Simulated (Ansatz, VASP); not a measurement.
# SiTe2 (1T-SiTe2 monolayer) in two plane-wave programs, part 2 of 2

Aim: how closely do two programs agree when they are given the same cell, functional and k mesh? Of the first pair: The structure shown is the start of the Ansatz relaxation below; VASP solves that cell, so the two are compared at the walk's first step.

VASP 6.6.1 and Ansatz 0.2.0.

So far. Step 4 (Differences): The forces differ by 62 meV/Å r.m.s., which is 2.3 % of the r.m.s. force of 2.731 eV/Å (both taken over all components). With vacuum in the cell, a pressure given here is an average over mostly empty space and none of the material.

**5. Ansatz: relaxation, LDA**

Level of this step: Ansatz beside VASP: Kohn-Sham DFT, plane waves, LDA (Ansatz).

This run makes the geometry at which the two programs are then compared.

The structure compared here is the end of the Ansatz relaxation.

Input file input.yaml:

```yaml
crystal:
  lattice:
    - [3.422597, 0.0, 0.0]
    - [-1.7112985, 2.9640559489, 0.0]
    - [0.0, 0.0, 36.4206452122]
  atoms:
    - { symbol: Te, position: [0.6666666667, 0.3333333333, 0.462649684] }
    - { symbol: Si, position: [0.0, 0.0, 0.5] }
    - { symbol: Te, position: [0.3333333333, 0.6666666667, 0.537350316] }
  periodic: [true, true, false]
kpoints:
  mp_grid: { grid: [12, 12, 1] }
hamiltonian:
  xc: lda
scf:
  occupations: { method: fermi_dirac, width: 0.05 }
  convergence: { dr2_threshold: 1.0e-09 }
relax:
  f_tol: 0.004
  max_steps: 90
  cell: {}
output:
  write_potential: true
  write_density: true
  volumetric_format: npy
```

Command:

```
$ ansatz run input.yaml --threads 4 --pin off --max-ram 6144MiB --backend cpu --events-out ev --progress --plain --runs-dir out
```

Numbers of over 12 decimals in the logs are rounded to 6 here.

Output:

```text
[...]
Crystal: 3 atoms, lattice volume = 369.479 Å³
Basis set: ecut = 420 eV, 7201 PW (Γ)
Bands: 22, of which v1, the nominal top of the filled ones, is band 18 counted from 1 (17 counted from 0)
Symmetry: 12 space group operations
[...]
k-points: 19 of 144
[...]
the weakly bound empty levels are not read free of the cell's end (no_gap_told)
--- Relaxed structure (6 steps of the walk, 6 accepted, 1 SCFs on fresh bases) ---
[...]
cell:  # Å, volume = 435.4295 Å³
    - [3.715522, 0.0, 0]
    - [-1.857761, 3.217736, 0]
    - [0, 0, 36.4206452122]
  atoms:
    - { symbol: Te, position: [0.666667, 0.333333, 0.455825] }
    - { symbol: Si, position: [0, 0, 0.5] }
    - { symbol: Te, position: [0.333333, 0.666667, 0.544175] }
[key lines of the parts left out:]
SCF converged after 6 iterations
Free energy (F): -14262.826940 eV
Fermi energy:    -4.969287 eV
P = ½ c Tr σ = 0.0235 N/m
```

**6. VASP: single point, LDA, relaxed cell, pair 2**

The same cell, functional (in two slightly different forms), mesh and smearing now go to VASP, with its own data sets.

Input file INCAR:

```
SYSTEM = SiTe2
PREC = Accurate
ENCUT = 400
EDIFF = 1E-06
NELM = 120
ISMEAR = -1
SIGMA = 0.05
LREAL = .FALSE.
ALGO = Normal
GGA = PW92
NBANDS = 14
LORBIT = 11
LWAVE = .FALSE.
LCHARG = .FALSE.
ISIF = 2
LDIPOL = .TRUE.
IDIPOL = 3
DIPOL = 0.5 0.5 0.5
LVHAR = .TRUE.
LASPH = .TRUE.
GGA_COMPAT = .FALSE.
NELMDL = -8
```

Input file POSCAR:

```
SiTe2
1.0
    3.7155217250      0.0000000000      0.0000000000
   -1.8577608625      3.2177362021      0.0000000000
    0.0000000000      0.0000000000     36.4206452122
Te Si
2 1
Direct
    0.6666666667      0.3333333333      0.4558249516
    0.3333333333      0.6666666667      0.5441750484
    0.0000000000      0.0000000000      0.5000000000
```

Input file KPOINTS:

```
Automatic mesh
0
Gamma
12 12 1
0 0 0
```

The projector-augmented-wave data sets are Te and Si (LDA family, release 64).

Command:

```
$ mpirun -np 1 vasp_std
```

Output:

```text
[banner, memory and clock lines left out]
running    1 mpi-ranks, on    1 nodes
[...]
[... a notice as in an earlier step ...]

 LDA part: xc-table for (Slater(with rela. corr.)+PW92), standard interpolation
 POSCAR, INCAR and KPOINTS ok, starting setup
[...]
entering main loop
       N       E                     dE             d eps       ncg     rms          rms(c)
DAV:   1     0.103272421214E+03    0.10327E+03   -0.37711E+03   532   0.605E+02
DAV:   2    -0.291301881985E+01   -0.10619E+03   -0.97303E+02   934   0.115E+02
DAV:   3    -0.131368783290E+02   -0.10224E+02   -0.10049E+02   706   0.471E+01
DAV:   4    -0.134539049179E+02   -0.31703E+00   -0.31602E+00   734   0.105E+01
[...]
DAV:  23    -0.133264658195E+02   -0.27426E-05   -0.55041E-08   542   0.732E-04    0.353E-04
DAV:  24    -0.133264669282E+02   -0.11088E-05   -0.19460E-08   500   0.390E-04    0.224E-04
DAV:  25    -0.133264672454E+02   -0.31722E-06   -0.35428E-09   524   0.214E-04
   1 F= -.13326467E+02 E0= -.13320042E+02  d E =-.128511E-01
```

From OUTCAR (step 6):

```text
  Total        0.0887065      0.0887065      0.1097938      0.0000000      0.0000000      0.0000000
  in kB        0.3263987      0.3263987      0.4039900      0.0000000      0.0000000      0.0000000
  external PRESSURE =       0.3522625 kB  Pullay stress =       0.0000000 kB

 POSITION                                       TOTAL-FORCE (eV/Angst)
 -----------------------------------------------------------------------------------
      1.85776      1.07258     16.60144        -0.000000     -0.000000     -0.038144
     -0.00000      2.14516     19.81921        -0.000000      0.000000      0.038144
      0.00000      0.00000     18.21032         0.000000      0.000000      0.000000
 -----------------------------------------------------------------------------------
    total drift:                               -0.000000     -0.000000     -0.000000

  FREE ENERGIE OF THE ION-ELECTRON SYSTEM (eV)
  ---------------------------------------------------
  free  energy   TOTEN  =       -13.3264672454 eV

  energy  without entropy=      -13.3136161464  energy(sigma->0) =      -13.32004170

[... 1 part as in an earlier step ...]

[... 2 further parts left out ...]
[key lines of the parts left out:]
E-fermi :  -2.8445
```

**7. Comparison**

What differs besides the data sets and the points named for the pairs above, as far as they apply: the data sets hold 36 valence electrons in Ansatz (on its default PAW (the set named soft_2) files) and 16 in VASP. Total energies have different zeros and are not compared.

At this near-relaxed geometry the largest component of a force difference is 38 meV/Å. With vacuum in the cell, a pressure given here is an average over mostly empty space and none of the material.

**8. Other set-ups**

Further runs change the set-up of one program: Ansatz's method, potentials or start, or VASP's data sets, cutoff or form of LDA. The table gives that difference for each run.

| run | r.m.s. force difference (meV/Å) |
| --- | --- |
| as above | 18 |
| VASP with the data sets Te and Si_sv_GW and a cutoff of 720 eV | 19 |

**9. Outcome**

- r.m.s. force difference (single point, LDA, start cell, pair 1): 2.3 % of the r.m.s. force
- r.m.s. force difference (single point, LDA, relaxed cell, pair 2): 18 meV/Å

**Reading.** The r.m.s. force difference is 18 meV/Å (single point, LDA, relaxed cell, pair 2), beyond the 12 meV/Å picked in this series as the mark of a large difference. The data sets hold unlike numbers of valence electrons (36 in Ansatz and 16 in VASP), so part of the differences comes from the potentials. For single point, LDA, relaxed cell, pair 2, no further run moves any of the tabulated differences by more than a quarter of its size. Such differences can come from data sets, numerical settings and the points named under the comparisons, not from the functional's error against experiment.

[Lines on the potential files, build, host, timing and source positions are cut from VASP's logs without a mark.]

[Logs are printed without paths, hosts, clocks, repeated set-up lines and the standing remarks that a program may print on its own settings, such as how far it seeks lower states.]

[Hosts, paths, dates, database ids (printed as entryN), source tags and the programs' standing remarks are cut or masked in the printed files.]
